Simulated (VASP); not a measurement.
OSZICAR of a VASP run on ZnSe (zinc blende):

### OSZICAR
```
       N       E                     dE             d eps       ncg     rms          rms(c)
DAV:   1     0.821207401772E+02    0.82121E+02   -0.85333E+03   520   0.150E+03
DAV:   2    -0.697472208100E+00   -0.82818E+02   -0.78824E+02   550   0.263E+02
DAV:   3    -0.626855365911E+01   -0.55711E+01   -0.55479E+01   630   0.687E+01
DAV:   4    -0.632138423283E+01   -0.52831E-01   -0.52820E-01   550   0.717E+00
DAV:   5    -0.632167411945E+01   -0.28989E-03   -0.28988E-03   630   0.512E-01    0.461E+00
DAV:   6    -0.604715626745E+01    0.27452E+00   -0.69596E-01   747   0.284E+01    0.351E+00
DAV:   7    -0.603053842014E+01    0.16618E-01   -0.18665E-01   560   0.434E+00    0.148E+00
DAV:   8    -0.603072856311E+01   -0.19014E-03   -0.41891E-03   600   0.644E-01    0.454E-01
DAV:   9    -0.603101216337E+01   -0.28360E-03   -0.10624E-03   570   0.288E-01    0.692E-02
DAV:  10    -0.603109993902E+01   -0.87776E-04   -0.12884E-04   603   0.113E-01    0.164E-02
DAV:  11    -0.603111583212E+01   -0.15893E-04   -0.29259E-05   568   0.564E-02    0.560E-03
DAV:  12    -0.603111720822E+01   -0.13761E-05   -0.36018E-06   610   0.210E-02    0.405E-03
DAV:  13    -0.603111726627E+01   -0.58053E-07   -0.69400E-07   400   0.939E-03
   1 F= -.60311173E+01 E0= -.60311173E+01  d E =-.603112E+01
```

Question: Which electronic solver shows in the log?

Answer: It is blocked Davidson (ALGO = Normal, or the opening steps of other solvers). The INCAR had ALGO = Normal.

Question: Can the final energy be trusted as converged?

Answer: The run converged. It stopped with EDIFF = 1E-6, NELM = 100, NSW = 60 and EDIFFG = -0.01 after 1 ionic step (PBE GGA, plane waves, VASP's PBE PAW potentials (set 64)).

The compound is ZnSe in the zinc blende structure. It was relaxed first. The start is the result of an earlier pass.
